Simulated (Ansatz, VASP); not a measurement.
LaPb3: VASP beside Ansatz

The input INCAR:

```
ALGO     = Normal         # electronic algorithm
EDIFF    = 1E-6           # SCF threshold, eV
ENCUT    = 520            # plane-wave cutoff, eV
GGA      = CA             # functional
ISIF     = 2              # what is computed and relaxed
ISMEAR   = 0              # smearing method
LASPH    = True           # aspherical terms in the spheres
LCHARG   = False          # write CHGCAR
LREAL    = False          # projectors in reciprocal space
LWAVE    = False          # write WAVECAR
NBANDS   = 34             # bands
NELM     = 100            # most SCF steps
PREC     = Accurate       # precision mode
SIGMA    = 0.1            # smearing width, eV
```

File KPOINTS:

```
k-points
0
Gamma
  5 5 5
```

POSCAR

```
LaPb3
1.0
    5.0123882569      0.0000000000      0.0000000000
    0.0000000000      5.0123882569      0.0000000000
    0.0000000000      0.0000000000      5.0123882569
La Pb
1 3
Direct
    0.0000000000      0.0000000000      0.0000000000
    0.0000000000      0.5000000000      0.5000000000
    0.5000000000      0.0000000000      0.5000000000
    0.5000000000      0.5000000000      0.0000000000
```

Input for Ansatz:

```yaml
crystal:
  lattice:
    - [5.012388256918938, 0.0, 0.0]
    - [0.0, 5.012388256918938, 0.0]
    - [0.0, 0.0, 5.012388256918938]
  atoms:
    - { symbol: La, position: [0.0, 0.0, 0.0] }
    - { symbol: Pb, position: [0.0, 0.5, 0.5] }
    - { symbol: Pb, position: [0.5, 0.0, 0.5] }
    - { symbol: Pb, position: [0.5, 0.5, 0.0] }
basis:
  ecutwfc: 470.0
kpoints:
  mp_grid:
    grid: [5, 5, 5]
hamiltonian:
  xc: lda
scf:
  occupations:
    method: gaussian
    width: 0.1
output:
  stress: true
```

Alike in both runs: task single point; functional LDA; k mesh 5 × 5 × 5; occupations gaussian, width 0.1 eV; no spin polarisation.

|  | VASP | Ansatz |
| --- | --- | --- |
| version | VASP 6.6.1 | Ansatz 0.2.0 |
| potentials or method | VASP PAW LDA potentials, release 64 (La, Pb_d) | plane waves, PAW |
| plane-wave cutoff (eV) | 520 | 470 |
| valence electrons in the cell | 53 | 53 |

```csv
,VASP,Ansatz,Ansatz less VASP
pressure (GPa),-5.2,-5.2,-0.01
```

Spin-orbit coupling is left out, which matters for the levels of La, Pb.
